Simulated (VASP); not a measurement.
A VASP calculation is set up with these files.

**KPOINTS**
```
Automatic mesh
0
Gamma
7 7 7
0 0 0
```

**POSCAR**
```
InAs
1
    0.0000000000     3.0300000000     3.0300000000
    3.0300000000     0.0000000000     3.0300000000
    3.0300000000     3.0300000000     0.0000000000
In As
1 1
Direct
  0.0000000000   0.0000000000   0.0000000000
  0.2500000000   0.2500000000   0.2500000000
```

### INCAR
```
SYSTEM = InAs
PREC = Accurate; ENCUT = 520; LREAL = .FALSE.
LASPH = .TRUE.
EDIFF = 1E-6; NELM = 100; ALGO = Normal
LMAXMIX = 4
ISMEAR = 0; SIGMA = 0.05
GGA = PE
ISIF = 2
LWAVE = .FALSE.; LCHARG = .FALSE.
```

POTCAR, in this order: In_d As (PBE.64 set). Program: vasp_std.

**Question.** Translate this PBE calculation to Ansatz.

**Answer.** One equivalent input (not run):
Ansatz 0.2 input:
```yaml
crystal:
  lattice:
    - [0.0000000, 3.0300000, 3.0300000]
    - [3.0300000, 0.0000000, 3.0300000]
    - [3.0300000, 3.0300000, 0.0000000]
  atoms:
    - { symbol: In, position: [0.0000000, 0.0000000, 0.0000000] }
    - { symbol: As, position: [0.2500000, 0.2500000, 0.2500000] }
kpoints:
  mp_grid: { grid: [7, 7, 7] }
hamiltonian:
  xc: pbe
  pseudopotentials: { kind: paw }
scf:
  occupations: { method: gaussian, width: 0.05 }
  max_iter: 100
output: { forces: true, stress: true, eigenvalues: true }
```
The two are equivalent in intent, not identical: each code has its own PAW files, so the cut-off isn't converted (ENCUT is set for VASP's; basis.ecutwfc is left out, and Ansatz then takes the one that its files recommend); Ansatz stops its SCF on the density residual and VASP on the energy change (EDIFF).

The compound is InAs in the zinc blende structure. The cell was not relaxed at this level. The run is one of a series of settings (ENCUT = 520 against the base run), some of them coarse on purpose.
